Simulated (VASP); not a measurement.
Input:

```
CELL_PARAMETERS angstrom
      1.39230    -2.41153     0.00000
      1.39230     2.41153     0.00000
      0.00000     0.00000     4.40640
ATOMIC_POSITIONS crystal
  Os 0.33333 0.66667 0.25000
  Os 0.66667 0.33333 0.75000
```

All values below come from PBE GGA, VASP's PBE PAW potentials (set 64) (plane waves; VASP 6.6.1). Numerical set-up: 450 eV cut-off, 14×14×8 Γ-centred mesh, first-order Methfessel-Paxton smearing of 0.10 eV, potentials Os.

### Question
Give the stress tensor in GPa (positive for a compressed cell).

### Answer

```
-12.31    0.00    0.00
  0.00  -12.31    0.00
  0.00    0.00  -15.40
```
The pressure is its mean diagonal, -13.34 GPa.

The compound is Os in the hcp structure. The cell was not relaxed at this level. The run is one of a series of settings (ENCUT = 450 against the base run), some of them coarse on purpose.
